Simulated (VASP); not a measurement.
A run of VASP 6.6.1 is set up as follows.

Contents of INCAR:

```
SYSTEM = Zn15NiO16
PREC = Accurate
ENCUT = 450
EDIFF = 1E-5
ISMEAR = 0
SIGMA = 0.03
LREAL = Auto
LASPH = .TRUE.
NELM = 120
ALGO = Normal
ISIF = 2
LWAVE = .FALSE.
LCHARG = .FALSE.
LMAXMIX = 4
LDAU = .TRUE.
LDAUTYPE = 2
LDAUL = 2 -1 -1
LDAUU = 5 0 0
LDAUJ = 0 0 0
LDAUPRINT = 1
GGA = PS
NBANDS = 165
LORBIT = 11
NELECT = 285.0
KPAR = 4
```

File KPOINTS:

```
Automatic mesh
0
G
  3 3 2
  0 0 0
```

POSCAR

```
Zn15NiO16
1.0
    6.4988000000      0.0000000000      0.0000000000
   -3.2494000000      5.6281258941      0.0000000000
    0.0000000000      0.0000000000     10.4076000000
Ni Zn O
1 15 16
Direct
    0.1666666667      0.3333333333      0.0000000000
    0.1666666667      0.3333333333      0.5000000000
    0.1666666667      0.8333333333      0.0000000000
    0.1666666667      0.8333333333      0.5000000000
    0.6666666667      0.3333333333      0.0000000000
    0.6666666667      0.3333333333      0.5000000000
    0.6666666667      0.8333333333      0.0000000000
    0.6666666667      0.8333333333      0.5000000000
    0.3333333333      0.1666666667      0.2500000000
    0.3333333333      0.1666666667      0.7500000000
    0.3333333333      0.6666666667      0.2500000000
    0.3333333333      0.6666666667      0.7500000000
    0.8333333333      0.1666666667      0.2500000000
    0.8333333333      0.1666666667      0.7500000000
    0.8333333333      0.6666666667      0.2500000000
    0.8333333333      0.6666666667      0.7500000000
    0.1666666667      0.3333333333      0.1910500000
    0.1666666667      0.3333333333      0.6910500000
    0.1666666667      0.8333333333      0.1910500000
    0.1666666667      0.8333333333      0.6910500000
    0.6666666667      0.3333333333      0.1910500000
    0.6666666667      0.3333333333      0.6910500000
    0.6666666667      0.8333333333      0.1910500000
    0.6666666667      0.8333333333      0.6910500000
    0.3333333333      0.1666666667      0.4410500000
    0.3333333333      0.1666666667      0.9410500000
    0.3333333333      0.6666666667      0.4410500000
    0.3333333333      0.6666666667      0.9410500000
    0.8333333333      0.1666666667      0.4410500000
    0.8333333333      0.1666666667      0.9410500000
    0.8333333333      0.6666666667      0.4410500000
    0.8333333333      0.6666666667      0.9410500000
```

Potentials or basis: VASP PAW PBE potentials, release 64 (Ni, Zn, O).

The run is started by

```bash
$ cat potpaw_PBE.64/Ni/POTCAR potpaw_PBE.64/Zn/POTCAR potpaw_PBE.64/O/POTCAR > POTCAR
$ mpirun -np 4 vasp_std > vasp.out
```

(1) What does it give for the largest force?

(2) What does it give for the band gap on the k mesh?

## Answers

(1) 2.106 eV/Å.

(2) none (metal or under the smearing width).

Caveat: the k mesh is coarse (spacing up to 0.37 Å⁻¹), so the values aren't converged; the cell is charged against a uniform background, so pressure and absolute levels hang on convention; the PAW data sets were made with another functional, which shifts forces and pressure a little; an odd number of electrons without spin polarisation forces a metal; a magnetic or distorted state may lie lower; the run has no spin polarisation, though such a crystal can be magnetic; U without spin polarisation on a metal has little footing.
